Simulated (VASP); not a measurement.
Runs of VASP 6.6.1 on Au. The structure is cubic, space group Fm-3m (No. 225). Conventional cell: a = 4.117 Å, b = 4.117 Å, c = 4.117 Å, α = 90.00°, β = 90.00°, γ = 90.00°. Au (site symmetry m-3m) is surrounded by 12 Au at 2.91 Å. 

```tsv
task	level	potentials or basis	cell	cutoff (eV)	gap on the mesh (eV)	pressure (GPa)	relaxed volume (Å³/atom)
single point	PBEsol	VASP PAW PBE potentials, release 64 (Au)	as given	520	none	(a)	-
relaxation of cell and atoms	PBE	VASP PAW PBE potentials, release 64 (Au)	relaxed	600	none	0.0	17.95
relaxation of cell and atoms	LDA	VASP PAW LDA potentials, release 64 (Au)	relaxed	600	none	0.0	16.64
relaxation of cell and atoms	PBE+D3(BJ)	VASP PAW PBE potentials, release 64 (Au)	relaxed	600	none	0.0	17.25
```

Alike in all rows: no spin polarisation; k mesh 18 × 18 × 18; smearing gaussian 0.1 eV.

Question: Estimate the missing entries.

Answer: (a) -4.2.

Caveats: the PAW data sets were made with another functional, which shifts forces and pressure a little (some runs); pairwise dispersion overbinds metals, which lowers pressure and volume (some runs).

A k mesh can miss the band edges, and the runs leave out spin-orbit coupling on Au.

A gap of «none» marks a metal or a gap under the smearing width.

Not every run made on this cell is shown here.
